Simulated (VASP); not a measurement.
Calculation: PBEsol GGA, VASP's PBE PAW potentials (set 64) (plane waves; VASP).

The input files of a VASP run:

**INCAR**
```
ALGO = Normal
EDIFF = 1E-6
EDIFFG = -0.02
ENCUT = 500
GGA = PS
IBRION = 2
ISIF = 3
ISMEAR = 1
LASPH = .TRUE.
LCHARG = .FALSE.
LMAXMIX = 4
LREAL = .FALSE.
LWAVE = .FALSE.
NELM = 100
NSW = 40
PREC = Accurate
PSTRESS = 50
SIGMA = 0.1
SYSTEM = FeAl
```

File POSCAR:
```
FeAl
1
    2.8398307079     0.0000000000     0.0000000000
    0.0000000000     2.8398307079     0.0000000000
    0.0000000000     0.0000000000     2.8398307079
Al Fe
1 1
Direct
  0.5000000000   0.5000000000   0.5000000000
  0.0000000000   0.0000000000   0.0000000000
```

### KPOINTS
```
Regular mesh
0
Gamma
13 13 13
```

POTCAR, in this order: Al Fe (PBE.64 set). Program: vasp_std.

Question: What will the output report for the number of irreducible k-points (NKPTS), largest plane-wave count, number of space-group operations, FFT grid (NGX, NGY, NGZ)?

Answer: 
| Quantity | Value |
|---|---|
| number of irreducible k-points (NKPTS) | 84 |
| largest plane-wave count | 595 |
| number of space-group operations | 48 |
| FFT grid (NGX, NGY, NGZ) | 24 × 24 × 24 |

The compound is FeAl in the CsCl type structure. This run relaxes it under an external pressure of 5 GPa. Symmetry was kept, so distortions that lower it aren't found. The run is not spin-polarised, so no magnetic state was tried. The electron count is odd and the run is not spin-polarised, which forces a metal.
